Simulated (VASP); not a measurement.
Given:

```xyz
10
Lattice="4.4870 0.0000 0.0000 -2.2435 3.8858 0.0000 0.0000 0.0000 24.2196" Properties=species:S:1:pos:R:3 pbc="T T T"
W      2.2435     3.8858     8.1160
W      2.2435     1.2953     8.9070
W      0.0000     2.5906     9.7619
W      2.2435     3.8858    10.6766
W      2.2435     1.2953    11.6360
W      0.0000     2.5906    12.5835
W      4.4870     0.0000    13.5429
W      2.2435     1.2953    14.4576
W      0.0000     2.5906    15.3125
W      4.4870     0.0000    16.1035
```

All values below come from r2SCAN meta-GGA, VASP's PBE PAW potentials (set 64) (plane waves; VASP). Settings: PREC = Normal, EDIFF = 1E-5, 400 eV cut-off, 7×7×1 Γ-centred mesh, first-order Methfessel-Paxton smearing of 0.10 eV, potentials W_sv.

Task: The ions are relaxed. Predict the relaxed structure.

Result: 
```xyz
10
Lattice="4.4870 0.0000 0.0000 -2.2435 3.8858 0.0000 0.0000 0.0000 24.2196" Properties=species:S:1:pos:R:3 pbc="T T T"
W      0.0000     0.0000     8.2575
W      2.2435     1.2953     8.9782
W      0.0000     2.5906     9.6694
W      0.0000     0.0000    10.7477
W      2.2435     1.2953    11.6181
W      0.0000     2.5906    12.6014
W      0.0000     0.0000    13.4719
W      2.2435     1.2953    14.5502
W      0.0000     2.5906    15.2414
W      0.0000     0.0000    15.9621
```

Task: How much energy does the relaxation gain?

Result: The energy (σ→0) changes by -37.0 meV/atom, in 11 ionic steps.

The cell is a thin slab with vacuum, built from W (bcc): (111) face.
